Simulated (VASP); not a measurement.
# GaGe (F-43m) in VASP: notebook

The runs below take GaGe through single point, with r2SCAN.

All numbers are computed with VASP 6.6.1; they aren't measurements. Logs are shortened: lines on timing, memory, paths and dates and some standing lists are left out, and cuts for length are marked.

**1. The structure**

Symmetry: F-43m, No. 216, cubic system. The conventional cell has a = 5.796 Å, b = 5.796 Å, c = 5.796 Å, α = 90.00°, β = 90.00°, γ = 90.00°. Ge (site symmetry -43m) has 4 Ga at 2.51 Å as nearest neighbours. Ga (site symmetry -43m) is surrounded by 4 Ge at 2.51 Å.

The cell comes from a database or a generator and needn't be the stable form of this composition.

**2. Single point, r2SCAN**

INCAR

```
PREC     = Accurate       # precision mode
ENCUT    = 550            # plane-wave cutoff, eV
EDIFF    = 1E-6           # SCF threshold, eV
ISMEAR   = 0              # smearing method
SIGMA    = 0.05           # smearing width, eV
LREAL    = F              # projectors in reciprocal space
LASPH    = T              # aspherical terms in the spheres
NELM     = 100            # most SCF steps
ALGO     = Normal         # electronic algorithm
ISIF     = 2              # what is computed and relaxed
LWAVE    = F              # write WAVECAR
LCHARG   = F              # write CHGCAR
METAGGA  = R2SCAN         # meta-GGA
LMIXTAU  = T            
ADDGRID  = F
```

KPOINTS

```
Automatic mesh
0
Gamma
  5 5 5
```

POSCAR

```
GaGe
1.0
    0.0000000000      2.8978440000      2.8978440000
    2.8978440000      0.0000000000      2.8978440000
    2.8978440000      2.8978440000      0.0000000000
Ge Ga
1 1
Direct
    0.0000000000      0.0000000000      0.0000000000
    0.2500000000      0.2500000000      0.2500000000
```

Potentials or basis: VASP PAW PBE potentials, release 64 (Ge, Ga).

On the command line:

```console
$ cat potpaw_PBE.64/Ge/POTCAR potpaw_PBE.64/Ga/POTCAR > POTCAR
$ mpirun -np 1 vasp_std > vasp.out
```

OUTCAR:

```text
PREC = Accurate
   ENCUT = 550
   EDIFF = 1E-6
   ISMEAR = 0
   LREAL = F
   LASPH = T
   NELM = 100
   ISIF = 2
   METAGGA = R2SCAN

 Found     10 irreducible k-points:

 Following reciprocal coordinates:
            Coordinates               Weight
  0.000000  0.000000  0.000000      1.000000
  0.200000  0.000000  0.000000      8.000000
  0.400000  0.000000  0.000000      8.000000
  0.200000  0.200000  0.000000      6.000000
  0.400000  0.200000  0.000000     24.000000
 -0.400000  0.200000  0.000000     24.000000
   k-points           NKPTS =     10   k-points in BZ     NKDIM =     10   number of bands    NBANDS=      7
   number of dos      NEDOS =    301   number of ions     NIONS =      2
   total plane-waves  NPLWV =  32768
   dimension x,y,z NGX =    32 NGY =   32 NGZ =   32
   dimension x,y,z NGXF=    64 NGYF=   64 NGZF=   64
   ions per type =               1   1
   NGX,Y,Z   is equivalent  to a cutoff of  12.98, 12.98, 12.98 a.u.
   NGXF,Y,Z  is equivalent  to a cutoff of  25.96, 25.96, 25.96 a.u.
 SYSTEM =  unknown system
   PREC   = accura    normal or accurate (medium, high low for compatibility)
   ISTART =      0    job   : 0-new  1-cont  2-samecut
   ICHARG =      2    charge: 1-file 2-atom 10-const
   ISPIN  =      1    spin polarized calculation?
   LNONCOLLINEAR =      F non collinear calculations
   LSORBIT =      F    spin-orbit coupling
   LASPH  =      T    aspherical Exc in radial PAW
   ENCUT  =  550.0 eV  40.42 Ry    6.36 a.u.   7.84  7.84  7.84*2*pi/ulx,y,z
   NELM   =    100;   NELMIN=  2; NELMDL= -5     # of ELM steps
   EDIFF  = 0.1E-05   stopping-criterion for ELM
   LREAL  =      F    real-space projection
   EDIFFG = 0.1E-04   stopping-criterion for IOM
   NSW    =      0    number of steps for IOM
   IBRION =     -1    ionic relax: 0-MD 1-quasi-New 2-CG
   NFREE  =      0    steps in history (QN), initial steepest desc. (CG)
   ISIF   =      2    stress and relaxation
   ISYM   =      2    0-nonsym 1-usesym 2-fastsym
   POTIM  = 0.5000    time-step for ionic-motion
   TEBEG  =    0.0;   TEEND  =   0.0 temperature during run
   PSTRESS=    0.0 pullay stress
   NELECT =       7.0000    total number of electrons
   NUPDOWN=      -1.0000    fix difference up-down
   EMIN   =  10.00;   EMAX   =-10.00  energy-range for DOS
   EFERMI =   0.00;   METHOD = LEGACY
   ISMEAR =     0;   SIGMA  =   0.05  broadening in eV -4-tet -1-fermi 0-gaus
   EFERMI_NEDOS =   21; number of points for ismear=-14 and -15
   IALGO  =     38    algorithm
   IMIX   =      4    mixing-type and parameters
     AMIX     =   0.40;   BMIX     =  1.00
     AMIX_MAG =   1.60;   BMIX_MAG =  1.00
  volume/ion in A,a.u.               =      24.33       164.22
  Fermi-wavevector in a.u.,A,eV,Ry     =   0.857740  1.620894 10.010058  0.735719
  Thomas-Fermi vector in A             =   1.974840
   LORBIT       =      0    0 simple, 1 ext, 2 COOP (PROOUT), +10 PAW based schemes
   METAGGA = R2SCAN    functional components
   LHFCALC =     F    Hartree Fock is set to
   AEXX    =    0.0000 exact exchange contribution
   IVDW    =     0    specifies the selected vdW correction
   LEPSILON=     F    determine dielectric tensor
   LRPA    =     F    only Hartree local field effects (RPA)
 non-spin polarized calculation
 Gauss-broadening in eV      SIGMA  =   0.05
  energy-cutoff  :      550.00
  volume of cell :       48.67
 maximum number of plane-waves:      1440
   NGX = 15   NGY = 15   NGZ = 15

 number of electron       7.0000000 magnetization

 Free energy of the ion-electron system (eV)
  ---------------------------------------------------
  ext. energy  EPLUGINS =         0.00000000
  ---------------------------------------------------
  free energy    TOTEN  =       -24.98307239 eV

  energy without entropy =      -24.97996606  energy(sigma->0) =      -24.98151923

 E-fermi :   1.0733     XC(G=0):  -9.1483

 val. band max:        1.0359831812   @ k =  -0.4000   0.2000   0.0000
 cond. band min:       1.3375636163   @ k =   0.2000   0.2000   0.0000
 fundamental gap:      0.3015804351
 Fermi energy:         1.0732644122

 k-point     1 :       0.0000    0.0000    0.0000
  band No.  band energies     occupation
      1      -9.8023      2.00000
      2       2.9168      0.00000
      3       2.9168      0.00000
      4       2.9168      0.00000
      5       3.7705      0.00000
      6       5.8004      0.00000
      7       5.8004      0.00000

 k-point     2 :       0.2000    0.0000    0.0000
  band No.  band energies     occupation
      1      -9.3294      2.00000
      2      -0.6055      2.00000
      3       2.2749      0.00000
      4       2.2749      0.00000
      5       4.2723      0.00000
      6       6.6300      0.00000
      7       6.6301      0.00000

 k-point     3 :       0.4000    0.0000    0.0000
  band No.  band energies     occupation
      1      -8.1439      2.00000
      2      -3.7699      2.00000
      3       1.6326      0.00000
      4       1.6326      0.00000
      5       3.6963      0.00000
      6       6.8856      0.00000
      7       6.8856      0.00000

 k-point     4 :       0.2000    0.2000    0.0000
  band No.  band energies     occupation
      1      -9.1655      2.00000
      2      -0.4822      2.00000
      3       1.3376      0.00000
      4       1.3376      0.00000
      5       4.5044      0.00000
      6       6.1914      0.00000
      7       8.1884      0.00000

 k-point     5 :       0.4000    0.2000    0.0000
  band No.  band energies     occupation
      1      -8.1541      2.00000
      2      -3.0108      2.00000
      3       0.0933      2.00000
      4       0.7633      2.00000
      5       4.7739      0.00000
      6       6.7471      0.00000
      7       8.0857      0.00000

 k-point     6 :      -0.4000    0.2000    0.0000
  band No.  band energies     occupation
      1      -7.4631      2.00000
      2      -4.1950      2.00000
      3      -0.7199      2.00000
      4       1.0360      1.70833
      5       4.9065      0.00000
      6       7.3967      0.00000
      7       8.2061      0.00000

 [... further k-points ...]

------------------------ aborting loop because EDIFF is reached ----------------------------------------

  FORCE on cell =-STRESS in cart. coord.  units (eV):
  Direction    XX          YY          ZZ          XY          YZ          ZX
  --------------------------------------------------------------------------------------
  -------------------------------------------------------------------------------------
  Total       -0.7275407     -0.7275407     -0.7275407      0.0000000      0.0000000     -0.0000000
  in kB      -23.9504053    -23.9504053    -23.9504053      0.0000000      0.0000000     -0.0000000
  external PRESSURE =     -23.9504053 kB  Pullay stress =       0.0000000 kB

 VOLUME and BASIS-vectors are now :
 -----------------------------------------------------------------------------
  energy-cutoff  :      550.00
  volume of cell :       48.67
      direct lattice vectors                 reciprocal lattice vectors
     0.000000000  2.897844000  2.897844000    -0.172542069  0.172542069  0.172542069
     2.897844000  0.000000000  2.897844000     0.172542069 -0.172542069  0.172542069
     2.897844000  2.897844000  0.000000000     0.172542069  0.172542069 -0.172542069

 POSITION                                       TOTAL-FORCE (eV/Angst)
 -----------------------------------------------------------------------------------
      0.00000      0.00000      0.00000        -0.000000     -0.000000     -0.000000
      1.44892      1.44892      1.44892         0.000000      0.000000      0.000000
 -----------------------------------------------------------------------------------
    total drift:                                0.000000      0.000000      0.000000

  FREE ENERGIE OF THE ION-ELECTRON SYSTEM (eV)
  ---------------------------------------------------
  free  energy   TOTEN  =       -24.9830723915 eV

  energy  without entropy=      -24.9799660611  energy(sigma->0) =      -24.98151923
```

OSZICAR:

```text
N       E                     dE             d eps       ncg     rms          rms(c)
DAV:   1    -0.727047599394E+01   -0.72705E+01   -0.28454E+03   140   0.816E+02
DAV:   2    -0.251492514559E+02   -0.17879E+02   -0.17734E+02   182   0.858E+01
DAV:   3    -0.255860781626E+02   -0.43683E+00   -0.42978E+00   189   0.148E+01
DAV:   4    -0.255866755475E+02   -0.59738E-03   -0.59738E-03   203   0.636E-01
DAV:   5    -0.255866760322E+02   -0.48471E-06   -0.48472E-06   182   0.140E-02    0.298E+00
DAV:   6    -0.249250459390E+02    0.66163E+00   -0.18761E-01   140   0.384E+00    0.197E+00
DAV:   7    -0.250239585388E+02   -0.98913E-01   -0.13898E-01   147   0.316E+00    0.224E-01
DAV:   8    -0.249417825480E+02    0.82176E-01   -0.10750E-01   140   0.297E+00    0.229E-01
DAV:   9    -0.249680952715E+02   -0.26313E-01   -0.62324E-03   140   0.735E-01    0.800E-02
DAV:  10    -0.249813789785E+02   -0.13284E-01   -0.66663E-03   140   0.930E-01    0.334E-02
DAV:  11    -0.249820657335E+02   -0.68675E-03   -0.86272E-05   189   0.930E-02    0.264E-02
DAV:  12    -0.249825287278E+02   -0.46299E-03   -0.52223E-04   140   0.250E-01    0.190E-02
DAV:  13    -0.249830304195E+02   -0.50169E-03   -0.20361E-04   154   0.178E-01    0.881E-03
DAV:  14    -0.249830487392E+02   -0.18320E-04   -0.65039E-06   168   0.256E-02    0.663E-03
DAV:  15    -0.249830658550E+02   -0.17116E-04   -0.56499E-06   154   0.236E-02    0.241E-03
DAV:  16    -0.249830724148E+02   -0.65598E-05   -0.31561E-06   161   0.208E-02    0.733E-04
DAV:  17    -0.249830723915E+02    0.23359E-07   -0.78074E-08    91   0.366E-03
   1 F= -.24983072E+02 E0= -.24981519E+02  d E =-.310633E-02
```

stdout:

```text
POSCAR found type information on POSCAR GeGa
 POSCAR found :  2 types and       2 ions
 scaLAPACK will be used
 -----------------------------------------------------------------------------
|                                                                             |
|                                                                             |
|     You enforced a specific xc type in the INCAR file but a different       |
|     I HOPE YOU KNOW WHAT YOU ARE DOING!                                     |
|                                                                             |
 -----------------------------------------------------------------------------

 LDA part: xc-table for (None), standard interpolation
 POSCAR, INCAR and KPOINTS ok, starting setup
 FFT: planning ... GRIDC
 FFT: planning ... GRID_SOFT
 FFT: planning ... GRID
 WAVECAR not read
 entering main loop
```

It took 44 s on 1 thread of AMD EPYC 7R43 (Zen 3), shared host; peak memory 0.14 GiB.

These settings aren't checked as converged: the numbers below hold their error.

What came out:

```yaml
Free_energy: -24.9831 eV
Pressure: -2.4 GPa
Band_gap_on_the_k_mesh: none (metal or under the smearing width)
```

Caveat: the k mesh is coarse (spacing up to 0.38 Å⁻¹), so the values aren't converged; the PAW data sets were made with another functional, which shifts forces and pressure a little.

**3. Single point, r2SCAN**

Edit INCAR of step 2 so:

```diff
@@ -1,3 +1,3 @@
 PREC     = Accurate       # precision mode
-ENCUT    = 550            # plane-wave cutoff, eV
+ENCUT    = 900            # plane-wave cutoff, eV
 EDIFF    = 1E-6           # SCF threshold, eV
```

KPOINTS

```
Automatic mesh
0
Gamma
  4 4 4
```

POSCAR is that of step 2.

Potentials or basis: VASP PAW PBE potentials, release 64 (Ge, Ga).

On the command line:

```console
$ cat potpaw_PBE.64/Ge/POTCAR potpaw_PBE.64/Ga/POTCAR > POTCAR
$ mpirun -np 1 vasp_std > vasp.out
```

Run time: 68 s. Hardware: 1 thread of AMD EPYC 7R43 (Zen 3), shared host; peak memory 0.21 GiB.

The run converged, but some of its settings lie outside the range that counts as converged, so its numbers aren't taken as properties of the crystal.

What came out:

| Quantity | Value |
| --- | --- |
| Free energy | -24.9367 eV |
| Pressure | -2.6 GPa |
| Band gap on the k mesh | none (metal or under the smearing width) |

Caveat: the k mesh is coarse (spacing up to 0.47 Å⁻¹), so the values aren't converged; the PAW data sets were made with another functional, which shifts forces and pressure a little.

**4. Single point, r2SCAN**

Edit INCAR of step 3 so:

```diff
@@ -1,3 +1,3 @@
 PREC     = Accurate       # precision mode
-ENCUT    = 900            # plane-wave cutoff, eV
+ENCUT    = 300            # plane-wave cutoff, eV
 EDIFF    = 1E-6           # SCF threshold, eV
```

KPOINTS

```
Automatic mesh
0
Gamma
  7 7 7
```

POSCAR is that of step 3.

On the command line:

```console
$ cat potpaw_PBE.64/Ge/POTCAR potpaw_PBE.64/Ga/POTCAR > POTCAR
$ mpirun -np 1 vasp_std > vasp.out
```

It took 38 s on 1 thread of AMD EPYC 7R43 (Zen 3), shared host; peak memory 0.1 GiB.

The run converged, but some of its settings lie outside the range that counts as converged, so its numbers aren't taken as properties of the crystal.

Results:

```
Free energy            : -24.9047 eV
Pressure               : -2.1 GPa
Band gap on the k mesh : none (metal or under the smearing width)
```

Caveat: the PAW data sets were made with another functional, which shifts forces and pressure a little.

**5. Single point, r2SCAN**

Edit INCAR of step 4 so:

```diff
@@ -1,3 +1,3 @@
 PREC     = Accurate       # precision mode
-ENCUT    = 300            # plane-wave cutoff, eV
+ENCUT    = 350            # plane-wave cutoff, eV
 EDIFF    = 1E-6           # SCF threshold, eV
```

KPOINTS is that of step 4.

POSCAR is that of step 4.

Potentials or basis: VASP PAW PBE potentials, release 64 (Ge, Ga).

On the command line:

```console
$ cat potpaw_PBE.64/Ge/POTCAR potpaw_PBE.64/Ga/POTCAR > POTCAR
$ mpirun -np 1 vasp_std > vasp.out
```

OUTCAR:

```text
PREC = Accurate
   ENCUT = 350
   EDIFF = 1E-6
   ISMEAR = 0
   LREAL = F
   LASPH = T
   NELM = 100
   ISIF = 2
   METAGGA = R2SCAN

 Found     20 irreducible k-points:

 Following reciprocal coordinates:
            Coordinates               Weight
  0.000000  0.000000  0.000000      1.000000
  0.142857  0.000000  0.000000      8.000000
  0.285714  0.000000  0.000000      8.000000
  0.428571  0.000000  0.000000      8.000000
  0.142857  0.142857  0.000000      6.000000
  0.285714  0.142857  0.000000     24.000000
   k-points           NKPTS =     20   k-points in BZ     NKDIM =     20   number of bands    NBANDS=      7
   number of dos      NEDOS =    301   number of ions     NIONS =      2
   total plane-waves  NPLWV =  21952
   dimension x,y,z NGX =    28 NGY =   28 NGZ =   28
   dimension x,y,z NGXF=    56 NGYF=   56 NGZF=   56
   ions per type =               1   1
   NGX,Y,Z   is equivalent  to a cutoff of  11.36, 11.36, 11.36 a.u.
   NGXF,Y,Z  is equivalent  to a cutoff of  22.72, 22.72, 22.72 a.u.
 SYSTEM =  unknown system
   PREC   = accura    normal or accurate (medium, high low for compatibility)
   ISTART =      0    job   : 0-new  1-cont  2-samecut
   ICHARG =      2    charge: 1-file 2-atom 10-const
   ISPIN  =      1    spin polarized calculation?
[... 59 lines left out ...]
 fundamental gap:      0.0877011178
 Fermi energy:         1.1152576721

 k-point     1 :       0.0000    0.0000    0.0000
  band No.  band energies     occupation
      1      -9.8034      2.00000
      2       2.9152      0.00000
      3       2.9152      0.00000
      4       2.9152      0.00000
      5       3.7685      0.00000
      6       5.8000      0.00000
      7       5.8000      0.00000
[... 41 lines left out ...]
 k-point     6 :       0.2857    0.1429    0.0000
  band No.  band energies     occupation
      1      -8.9257      2.00000
      2      -1.4745      2.00000
      3       1.1629      0.17812
      4       1.2911      0.00000
      5       5.0317      0.00000
      6       6.1514      0.00000
      7       7.9885      0.00000

 [... further k-points ...]

------------------------ aborting loop because EDIFF is reached ----------------------------------------

  FORCE on cell =-STRESS in cart. coord.  units (eV):
  Direction    XX          YY          ZZ          XY          YZ          ZX
  --------------------------------------------------------------------------------------
  -------------------------------------------------------------------------------------
  Total       -0.6264393     -0.6264393     -0.6264393      0.0000000      0.0000000     -0.0000000
  in kB      -20.6221812    -20.6221812    -20.6221812      0.0000000      0.0000000     -0.0000000
  external PRESSURE =     -20.6221812 kB  Pullay stress =       0.0000000 kB

 VOLUME and BASIS-vectors are now :
 -----------------------------------------------------------------------------
  energy-cutoff  :      350.00
  volume of cell :       48.67
      direct lattice vectors                 reciprocal lattice vectors
     0.000000000  2.897844000  2.897844000    -0.172542069  0.172542069  0.172542069
     2.897844000  0.000000000  2.897844000     0.172542069 -0.172542069  0.172542069
     2.897844000  2.897844000  0.000000000     0.172542069  0.172542069 -0.172542069

 POSITION                                       TOTAL-FORCE (eV/Angst)
 -----------------------------------------------------------------------------------
      0.00000      0.00000      0.00000        -0.000000     -0.000000      0.000000
      1.44892      1.44892      1.44892         0.000000      0.000000     -0.000000
 -----------------------------------------------------------------------------------
    total drift:                                0.000000      0.000000      0.000000

  FREE ENERGIE OF THE ION-ELECTRON SYSTEM (eV)
  ---------------------------------------------------
  free  energy   TOTEN  =       -24.9058602568 eV

  energy  without entropy=      -24.9040637376  energy(sigma->0) =      -24.90496200
```

OSZICAR:

```text
N       E                     dE             d eps       ncg     rms          rms(c)
DAV:   1    -0.102289842303E+02   -0.10229E+02   -0.21335E+03   280   0.559E+02
DAV:   2    -0.252285310928E+02   -0.15000E+02   -0.14770E+02   413   0.750E+01
DAV:   3    -0.255138528187E+02   -0.28532E+00   -0.26599E+00   357   0.122E+01
DAV:   4    -0.255143662783E+02   -0.51346E-03   -0.51342E-03   448   0.554E-01
DAV:   5    -0.255143666171E+02   -0.33875E-06   -0.33878E-06   329   0.884E-03    0.296E+00
DAV:   6    -0.248471321286E+02    0.66723E+00   -0.18722E-01   301   0.367E+00    0.196E+00
DAV:   7    -0.249480285705E+02   -0.10090E+00   -0.14055E-01   322   0.290E+00    0.241E-01
DAV:   8    -0.248662696521E+02    0.81759E-01   -0.10739E-01   280   0.276E+00    0.233E-01
DAV:   9    -0.248916886851E+02   -0.25419E-01   -0.63753E-03   294   0.676E-01    0.791E-02
DAV:  10    -0.249042356905E+02   -0.12547E-01   -0.64052E-03   287   0.838E-01    0.336E-02
DAV:  11    -0.249049590746E+02   -0.72338E-03   -0.90740E-05   399   0.898E-02    0.254E-02
DAV:  12    -0.249054080200E+02   -0.44895E-03   -0.44844E-04   294   0.208E-01    0.168E-02
DAV:  13    -0.249058285263E+02   -0.42051E-03   -0.16421E-04   294   0.141E-01    0.729E-03
DAV:  14    -0.249058413047E+02   -0.12778E-04   -0.56349E-06   392   0.214E-02    0.535E-03
DAV:  15    -0.249058537131E+02   -0.12408E-04   -0.33705E-06   301   0.163E-02    0.224E-03
DAV:  16    -0.249058602291E+02   -0.65160E-05   -0.30542E-06   315   0.185E-02    0.502E-04
DAV:  17    -0.249058602568E+02   -0.27698E-07   -0.65353E-08   161   0.287E-03
   1 F= -.24905860E+02 E0= -.24904962E+02  d E =-.179652E-02
```

Wall time 54 s (1 thread of AMD EPYC 7R43 (Zen 3), shared host); peak memory 0.12 GiB.

The run converged, but some of its settings lie outside the range that counts as converged, so its numbers aren't taken as properties of the crystal.

Results:

```
Free energy            : -24.9059 eV
Pressure               : -2.1 GPa
Band gap on the k mesh : none (metal or under the smearing width)
```

Caveat: the PAW data sets were made with another functional, which shifts forces and pressure a little.
